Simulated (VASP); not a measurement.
Given:

```
CELL_PARAMETERS angstrom
      1.88725    -3.26881     0.00000
      1.88725     3.26881     0.00000
      0.00000     0.00000     6.14352
ATOMIC_POSITIONS crystal
  Zr 0.00000 0.00000 0.00000
  Se 0.33333 0.66667 0.25867
  Se 0.66667 0.33333 0.74133
```

Computed with optB86b-vdW, VASP's PBE PAW potentials (set 64) (plane waves; VASP 6.6.1). Run with 520 eV cut-off, 8×8×4 Γ-centred mesh, tetrahedra with Blöchl corrections, potentials Zr_sv Se.

The cores are frozen, which limits the accuracy of field gradients.

Problem. Give the principal components of the electric field gradient (V/Å²) and the asymmetry η at each nucleus.

Solution. 
| atom | Vxx | Vyy | Vzz | η |
|---|---|---|---|---|
| Zr1 | 14.6 | 14.6 | -29.2 | 0.00 |
| Se2 | -2.9 | -2.9 | 5.8 | 0.00 |
| Se3 | -2.9 | -2.9 | 5.8 | 0.00 |

The compound is ZrSe2 in the 1T layered structure. It was relaxed first.
